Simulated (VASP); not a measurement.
Level of theory: PBEsol GGA, VASP's PBE PAW potentials (set 64) (plane waves; VASP).

The input files of a VASP run:

**POSCAR**
```
Cs2AgBiBr6
1
    0.0000000000     5.5904592057     5.5904592057
    5.5904592057     0.0000000000     5.5904592057
    5.5904592057     5.5904592057     0.0000000000
Cs Ag Bi Br
2 1 1 6
Direct
  0.7500000000   0.7500000000   0.7500000000
  0.2500000000   0.2500000000   0.2500000000
  0.5000000000   0.5000000000   0.5000000000
  0.0000000000   0.0000000000   0.0000000000
  0.7464032237   0.2535967763   0.2535967763
  0.2535967763   0.7464032237   0.7464032237
  0.2535967763   0.7464032237   0.2535967763
  0.7464032237   0.2535967763   0.7464032237
  0.2535967763   0.2535967763   0.7464032237
  0.7464032237   0.7464032237   0.2535967763
```

### INCAR
```
SYSTEM = Cs2AgBiBr6
PREC = Accurate
ENCUT = 400
EDIFF = 1E-6
NELM = 100
ALGO = Normal
LREAL = .FALSE.
LASPH = .TRUE.
ISMEAR = 0
SIGMA = 0.05
GGA = PS
LMAXMIX = 4
LWAVE = .FALSE.
LCHARG = .FALSE.
IBRION = 2
ISIF = 3
NSW = 60
EDIFFG = -0.02
```

File KPOINTS:
```
Automatic mesh
0
Gamma
3 3 3
0 0 0
```

POTCAR, in this order: Cs_sv Ag Bi_d Br (PBE.64 set). Program: vasp_std.

The resulting files:

### OUTCAR
```
 ion  position               nearest neighbor table
   1  0.750  0.750  0.750-
   2  0.250  0.250  0.250-
   3  0.500  0.500  0.500-   5 2.76   6 2.76   7 2.76   8 2.76   9 2.76  10 2.76
   4  0.000  0.000  0.000-   5 2.84   6 2.84   7 2.84   8 2.84   9 2.84  10 2.84
   5  0.746  0.254  0.254-   3 2.76   4 2.84
   6  0.254  0.746  0.746-   3 2.76   4 2.84
   7  0.254  0.746  0.254-   3 2.76   4 2.84
   8  0.746  0.254  0.746-   3 2.76   4 2.84
   9  0.254  0.254  0.746-   3 2.76   4 2.84
  10  0.746  0.746  0.254-   3 2.76   4 2.84
  LATTYP: Found a face centered cubic cell.
 ALAT       =    11.1809184114
 Subroutine PRICEL returns:
 Original cell was already a primitive cell.
 Subroutine GETGRP returns: Found 48 space group operations
The static configuration has the point symmetry O_h .
The dynamic configuration has the point symmetry O_h .
 Subroutine INISYM returns: Found 48 space group operations
 Subroutine IBZKPT returns following result:
 Found      4 irreducible k-points:

 Following reciprocal coordinates:
            Coordinates               Weight
  0.000000  0.000000  0.000000      1.000000
  0.333333  0.000000  0.000000      8.000000
  0.333333  0.333333  0.000000      6.000000
 -0.333333  0.333333  0.000000     12.000000
   k-points           NKPTS =      4   k-points in BZ     NKDIM =      4   number of bands    NBANDS=     51
   number of dos      NEDOS =    301   number of ions     NIONS =     10
   total plane-waves  NPLWV = 157464
   dimension x,y,z NGX =    54 NGY =   54 NGZ =   54
   dimension x,y,z NGXF=   108 NGYF=  108 NGZF=  108
   ions per type =               2   1   1   6
   PREC   = accura    normal or accurate (medium, high low for compatibility)
   ISTART =      0    job   : 0-new  1-cont  2-samecut
   ICHARG =      2    charge: 1-file 2-atom 10-const
   ISPIN  =      1    spin polarized calculation?
   LNONCOLLINEAR =      F non collinear calculations
   LSORBIT =      F    spin-orbit coupling
   INIWAV =      1    electr: 0-lowe 1-rand  2-diag
   ENCUT  =  400.0 eV  29.40 Ry    5.42 a.u.  12.89 12.89 12.89*2*pi/ulx,y,z
   NELM   =    100;   NELMIN=  2; NELMDL= -5     # of ELM steps
   EDIFF  = 0.1E-05   stopping-criterion for ELM
   LREAL  =      F    real-space projection
   NLSPLINE    = F    spline interpolate recip. space projectors
   LMAXMIX     =    4 max onsite mixed and CHGCAR
   VOSKOWN=      0    Vosko Wilk Nusair interpolation
   EDIFFG = -.2E-01   stopping-criterion for IOM
   NSW    =     60    number of steps for IOM
   NBLOCK =      1;   KBLOCK =     60    inner block; outer block
   IBRION =      2    ionic relax: 0-MD 1-quasi-New 2-CG
   NFREE  =      1    steps in history (QN), initial steepest desc. (CG)
   ISIF   =      3    stress and relaxation
   ISYM   =      2    0-nonsym 1-usesym 2-fastsym
   TEIN   =    0.0    initial temperature
   TEBEG  =    0.0;   TEEND  =   0.0 temperature during run
   SMASS  =  -3.00    Nose mass-parameter (am)
   PSTRESS=    0.0 pullay stress
   NELECT =      86.0000    total number of electrons
   EFERMI =   0.00;   METHOD = LEGACY
   ISMEAR =     0;   SIGMA  =   0.05  broadening in eV -4-tet -1-fermi 0-gaus
   IALGO  =     38    algorithm
   LDIAG  =      T    sub-space diagonalisation (order eigenvalues)
   IMIX   =      4    mixing-type and parameters
     AMIX     =   0.40;   BMIX     =  1.00
     AMIX_MAG =   1.60;   BMIX_MAG =  1.00
     AMIN     =   0.10
   GGA     = PS    functional components
   VOSKOWN =     0    Vosko Wilk Nusair interpolation
   LHFCALC =     F    Hartree Fock is set to
   LHFONE  =     F    Hartree Fock one center treatment
   AEXX    =    0.0000 exact exchange contribution
   IVDW    =     0    specifies the selected vdW correction
   LEPSILON=     F    determine dielectric tensor
...
```

### OSZICAR
```
       N       E                     dE             d eps       ncg     rms          rms(c)
DAV:   1     0.643433171589E+03    0.64343E+03   -0.32364E+04   416   0.121E+03
DAV:   2     0.359918582218E+02   -0.60744E+03   -0.59479E+03   492   0.282E+02
DAV:   3    -0.309800505064E+02   -0.66972E+02   -0.66673E+02   480   0.114E+02
DAV:   4    -0.330113751511E+02   -0.20313E+01   -0.20251E+01   477   0.240E+01
DAV:   5    -0.330860756535E+02   -0.74701E-01   -0.74678E-01   560   0.410E+00    0.930E+00
DAV:   6    -0.318866617441E+02    0.11994E+01   -0.25080E+00   517   0.102E+01    0.608E+00
DAV:   7    -0.318226684831E+02    0.63993E-01   -0.11834E+00   496   0.404E+00    0.253E+00
DAV:   8    -0.318193498279E+02    0.33187E-02   -0.90655E-02   469   0.144E+00    0.788E-01
DAV:   9    -0.318209963750E+02   -0.16465E-02   -0.90818E-03   472   0.439E-01    0.126E-01
DAV:  10    -0.318213261188E+02   -0.32974E-03   -0.79597E-04   541   0.138E-01    0.742E-02
DAV:  11    -0.318215266818E+02   -0.20056E-03   -0.25095E-04   456   0.643E-02    0.164E-02
DAV:  12    -0.318215516427E+02   -0.24961E-04   -0.25454E-05   525   0.237E-02    0.896E-03
DAV:  13    -0.318215539035E+02   -0.22608E-05   -0.53698E-06   432   0.106E-02    0.221E-03
DAV:  14    -0.318215539941E+02   -0.90683E-07   -0.51716E-07   320   0.338E-03
   1 F= -.31821554E+02 E0= -.31821554E+02  d E =-.318216E+02
       N       E                     dE             d eps       ncg     rms          rms(c)
DAV:   1    -0.318223517771E+02   -0.79787E-03   -0.43647E-02   432   0.100E+00    0.171E-01
DAV:   2    -0.318220081296E+02    0.34365E-03   -0.29039E-03   440   0.315E-01    0.539E-02
DAV:   3    -0.318219271978E+02    0.80932E-04   -0.21957E-04   480   0.754E-02    0.244E-02
DAV:   4    -0.318219111542E+02    0.16044E-04   -0.52072E-05   552   0.379E-02    0.106E-02
DAV:   5    -0.318219095740E+02    0.15802E-05   -0.23478E-06   352   0.101E-02    0.591E-03
DAV:   6    -0.318219086663E+02    0.90764E-06   -0.57655E-07   240   0.504E-03
   2 F= -.31821909E+02 E0= -.31821909E+02  d E =-.354672E-03
```

OUTCAR:
```
------------------------ aborting loop because EDIFF is reached ----------------------------------------
  FORCE on cell =-STRESS in cart. coord.  units (eV):
  Direction    XX          YY          ZZ          XY          YZ          ZX
  --------------------------------------------------------------------------------------
  Total       -0.0157404     -0.0157404     -0.0157404      0.0000000     -0.0000000      0.0000000
  in kB       -0.0720984     -0.0720984     -0.0720984      0.0000000     -0.0000000      0.0000000
  external PRESSURE =      -0.0720984 kB  Pullay stress =       0.0000000 kB
  volume of cell :      349.78
      direct lattice vectors                 reciprocal lattice vectors
     0.000000000  5.592295133  5.592295133    -0.089408729  0.089408729  0.089408729
     5.592295133 -0.000000000  5.592295133     0.089408729 -0.089408729  0.089408729
     5.592295133  5.592295133  0.000000000     0.089408729  0.089408729 -0.089408729
 POSITION                                       TOTAL-FORCE (eV/Angst)
 -----------------------------------------------------------------------------------
      8.38844      8.38844      8.38844        -0.000000     -0.000000      0.000000
      2.79615      2.79615      2.79615        -0.000000     -0.000000     -0.000000
      5.59230      5.59230      5.59230        -0.000000     -0.000000      0.000000
      5.59230      5.59230      0.00000        -0.000000     -0.000000     -0.000000
      2.83827      5.59230      5.59230         0.019325     -0.000000      0.000000
      8.34632      5.59230      5.59230        -0.019325     -0.000000     -0.000000
      5.59230      2.83827      5.59230        -0.000000      0.019325      0.000000
      5.59230      8.34632      5.59230        -0.000000     -0.019325     -0.000000
      5.59230      5.59230      2.83827        -0.000000     -0.000000      0.019325
      5.59230      5.59230      8.34632        -0.000000     -0.000000     -0.019325
 -----------------------------------------------------------------------------------
    total drift:                                0.000000      0.000000      0.000000
  FREE ENERGIE OF THE ION-ELECTRON SYSTEM (eV)
  ---------------------------------------------------
  free  energy   TOTEN  =       -31.8219086663 eV

  energy  without entropy=      -31.8219086663  energy(sigma->0) =      -31.82190867

 reached required accuracy - stopping structural energy minimisation
```
(Selected blocks of OUTCAR.)

### CONTCAR
```
Cs2AgBiBr6
   1.00000000000000
     0.0000000000000000    5.5922951327624899    5.5922951327624899
     5.5922951327624899   -0.0000000000000000    5.5922951327624899
     5.5922951327624899    5.5922951327624899    0.0000000000000000
  Cs              Ag              Bi              Br
     2     1     1     6
Direct
     0.7500000000000000    0.7500000000000000    0.7500000000000000
     0.2500000000000000    0.2500000000000000    0.2500000000000000
     0.5000000000000000    0.5000000000000000    0.5000000000000000
     0.0000000000000000    0.0000000000000000    1.0000000000000000
     0.7462342722243261    0.2537657277756739    0.2537657277756739
     0.2537657277756739    0.7462342722243261    0.7462342722243261
     0.2537657277756739    0.7462342722243261    0.2537657277756739
     0.7462342722243261    0.2537657277756739    0.7462342722243261
     0.2537657277756739    0.2537657277756739    0.7462342722243261
     0.7462342722243261    0.7462342722243261    0.2537657277756739
```

The structure comes from a computed database's Cs2AgBiBr6 entry (Fm-3m); how it stands against other phases isn't given here. This run relaxes it. Symmetry was kept, so distortions that lower it aren't found. The start is the result of an earlier pass.
